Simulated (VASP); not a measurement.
Method: PBE GGA, VASP's PBE PAW potentials (set 64) (plane waves; VASP 6.6.1).

Input for VASP

File KPOINTS:
```
K-points
0
Gamma
 6 6 5
0 0 0
```

**INCAR**
```
SYSTEM = P
PREC = Accurate; ENCUT = 400; LREAL = F
LASPH = T
EDIFF = 1E-6; NELM = 100; ALGO = Normal
ISMEAR = 0; SIGMA = 0.1
GGA = PE
ISIF = 2
LWAVE = F; LCHARG = F
```

POSCAR:
```
P
1.0
  1.6881000000  -5.3448000000   0.0000000000
  1.6881000000   5.3448000000   0.0000000000
  0.0000000000   0.0000000000   4.4676000000
P
4
Cartesian
  1.6881000000   4.2576676800   4.1075114400
  1.6881000000   1.0871323200   1.8737114400
  1.6881000000  -1.0871323200   2.5938885600
  1.6881000000  -4.2576676800   0.3600885600
```

POTCAR, in this order: P (PBE.64 set). Program: vasp_std.

Output

### OSZICAR
```
       N       E                     dE             d eps       ncg     rms          rms(c)
DAV:   1     0.540286419338E+02    0.54029E+02   -0.72006E+03  1092   0.976E+02
DAV:   2    -0.179777790307E+02   -0.72006E+02   -0.69743E+02  1448   0.161E+02
DAV:   3    -0.215159312212E+02   -0.35382E+01   -0.35095E+01  1464   0.385E+01
DAV:   4    -0.215649487933E+02   -0.49018E-01   -0.48981E-01  1412   0.524E+00
DAV:   5    -0.215659710987E+02   -0.10223E-02   -0.10216E-02  1508   0.678E-01    0.938E+00
DAV:   6    -0.214835412260E+02    0.82430E-01   -0.45176E-02  1284   0.131E+00    0.557E+00
DAV:   7    -0.214462223994E+02    0.37319E-01   -0.83123E-02  1380   0.184E+00    0.199E-01
DAV:   8    -0.214465216394E+02   -0.29924E-03   -0.64970E-03  1290   0.557E-01    0.107E-01
DAV:   9    -0.214466011298E+02   -0.79490E-04   -0.26657E-04  1512   0.120E-01    0.660E-02
DAV:  10    -0.214466315662E+02   -0.30436E-04   -0.39832E-05  1284   0.410E-02    0.240E-02
DAV:  11    -0.214466395186E+02   -0.79524E-05   -0.10511E-05  1356   0.271E-02    0.778E-03
DAV:  12    -0.214466399236E+02   -0.40504E-06   -0.37571E-07   840   0.455E-03
   1 F= -.21446640E+02 E0= -.21446296E+02  d E =-.687812E-03
```

**OUTCAR**
```
------------------------ aborting loop because EDIFF is reached ----------------------------------------
  FORCE on cell =-STRESS in cart. coord.  units (eV):
  Direction    XX          YY          ZZ          XY          YZ          ZX
  --------------------------------------------------------------------------------------
  Total       -1.6457166     -0.8333990     -1.2493914      0.0000000     -0.0000000      0.0000000
  in kB      -32.7063230    -16.5626426    -24.8299132      0.0000000     -0.0000000      0.0000000
  external PRESSURE =     -24.6996263 kB  Pullay stress =       0.0000000 kB
  volume of cell :       80.62
      direct lattice vectors                 reciprocal lattice vectors
     1.688100000 -5.344800000  0.000000000     0.296190984 -0.093548870  0.000000000
     1.688100000  5.344800000  0.000000000     0.296190984  0.093548870  0.000000000
     0.000000000  0.000000000  4.467600000     0.000000000  0.000000000  0.223833826
 POSITION                                       TOTAL-FORCE (eV/Angst)
 -----------------------------------------------------------------------------------
      1.68810      4.25767      4.10751         0.000000      0.314347     -0.273950
      1.68810      1.08713      1.87371         0.000000     -0.314347     -0.273950
      1.68810     -1.08713      2.59389         0.000000      0.314347      0.273950
      1.68810     -4.25767      0.36009         0.000000     -0.314347      0.273950
 -----------------------------------------------------------------------------------
    total drift:                                0.000000     -0.000000      0.000000
  FREE ENERGIE OF THE ION-ELECTRON SYSTEM (eV)
  ---------------------------------------------------
  free  energy   TOTEN  =       -21.4466399236 eV

  energy  without entropy=      -21.4459521116  energy(sigma->0) =      -21.44629602
```
(Selected blocks of OUTCAR.)

The compound is P in the black structure. The cell was not relaxed at this level. The run is one of a series of settings (SIGMA = 0.1 against the base run), some of them coarse on purpose.
